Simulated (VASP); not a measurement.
# BNH₄S: harmonic vibrations of a molecule

BNH₄S, molecule in box, 7 atoms in the cell. PBE, harmonic vibrations; PAW potentials N, B, S, H (PBE set).

## Input

INCAR.step1:
```
PREC     = Accurate       # precision mode
ENCUT    = 400            # plane-wave cutoff, eV
EDIFF    = 1E-8           # SCF threshold, eV
ISMEAR   = 0              # smearing method
SIGMA    = 0.01           # smearing width, eV
ISYM     = 0            
LREAL    = F              # projectors in reciprocal space
LASPH    = T              # aspherical terms in the spheres
NELM     = 100            # most SCF steps
ALGO     = Normal         # electronic algorithm
LWAVE    = F              # write WAVECAR
LCHARG   = F              # write CHGCAR
IBRION   = 2              # ionic algorithm
NSW      = 60             # ionic steps
ISIF     = 2              # what is computed and relaxed
EDIFFG   = -0.002         # ionic threshold
POTIM    = 0.5            # step
```

INCAR.step2, as INCAR.step1 but for:
```
- IBRION = 2
- NSW = 60
- ISIF = 2
- EDIFFG = -0.002
- POTIM = 0.5
+ IBRION = 5
+ NFREE = 2
+ POTIM = 0.015
+ NSW = 1
```

KPOINTS:
```
k-points
0
Gamma
  1 1 1
```

POSCAR.step1:
```
BH4SN
1.0
   13.0000000000      0.0000000000      0.0000000000
    0.0000000000     12.0000000000      0.0000000000
    0.0000000000      0.0000000000     12.0000000000
N B S H
1 1 1 4
Direct
    0.4109000000      0.5414500000      0.4624375000
    0.4936846200      0.5207083300      0.5329541700
    0.5653615400      0.3913833300      0.5206125000
    0.3865615400      0.4886583300      0.4029041700
    0.3697307700      0.6121166700      0.4671458300
    0.5174615400      0.5880333300      0.6014958300
    0.6322692300      0.4127666700      0.6027625000
```

Commands (each step's output is kept before the next begins):
```
cat potpaw_PBE.64/N/POTCAR potpaw_PBE.64/B/POTCAR potpaw_PBE.64/S/POTCAR potpaw_PBE.64/H/POTCAR > POTCAR
cp INCAR.step1 INCAR
cp POSCAR.step1 POSCAR
mpirun -np 4 vasp_gam > vasp.out
cp CONTCAR POSCAR
cp INCAR.step2 INCAR
mpirun -np 4 vasp_gam > vasp.out
```

## Result

- Vibrations (cm⁻¹; a negative value is imaginary): 3610, 3515, 2655, 2584, 1586, 1305, 1105, 916, 849, 786, 671, 557, 488, 308, 298
- Zero-point energy (eV): 1.316
- Translations and rotations, which should read zero (cm⁻¹): -26, -15, -5, 1, 2, 12
- Vibrational entropy at 298 K (meV/K): 0.216
- Displaced cells: 42
- Ionic steps, all stages: 71
- Electronic steps, all stages: 1150

VASP 6.6.1 took 2733 s on 4 cores (Intel Xeon Platinum 8175M @ 2.50GHz (Skylake/Cascade Lake)), a shared host.
